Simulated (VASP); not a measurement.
```yaml
crystal:
  lattice:
    - [3.88444, 0.00000, 0.00000]
    - [0.00000, 3.88444, 0.00000]
    - [0.00000, 0.00000, 6.20910]
  atoms:
    - { symbol: Sn, position: [0.50000, 0.00000, 0.36969] }
    - { symbol: Sn, position: [0.00000, 0.50000, 0.63031] }
    - { symbol: Ge, position: [0.00000, 0.00000, 0.00000] }
    - { symbol: Ge, position: [0.50000, 0.50000, 0.00000] }
```

Level of theory: PBEsol GGA, VASP's PBE PAW potentials (set 64) (plane waves; VASP). Settings: 400 eV cut-off, Gaussian smearing of 0.050 eV, potentials Sn_d Ge_d.

Problem. Give the energies of bands 23 to 32 at the high-symmetry points, in eV from the Fermi level.

Solution. 
```
band      Γ      X      M      Z      R      A
----  -----  -----  -----  -----  -----  -----
23    -7.32  -6.30  -7.13  -3.81  -7.52  -6.95
24    -3.83  -6.30  -7.13  -3.54  -7.52  -6.95
25    -2.49  -3.88  -3.57  -3.06  -0.66  -4.35
26    -2.49  -3.88  -3.57  -2.15  -0.66  -4.35
27     0.20   0.13  -2.45  -2.15  -0.07  -4.19
28     1.39   0.13  -2.45   0.04  -0.07  -4.19
29     1.39   1.43  -1.81   0.04   0.30   2.16
30     2.39   1.43  -1.81   1.89   0.30   2.16
31     2.48   3.62   0.15   2.17   1.80   2.39
32     3.49   3.62   0.15   2.22   1.80   2.39
```

It has no gap at this level: it comes out as a metal or semimetal.

The structure was generated: SnGe was put into the litharge type (P4/nmm), which need not be its known phase. It was relaxed first, which changed the volume by -41 %.
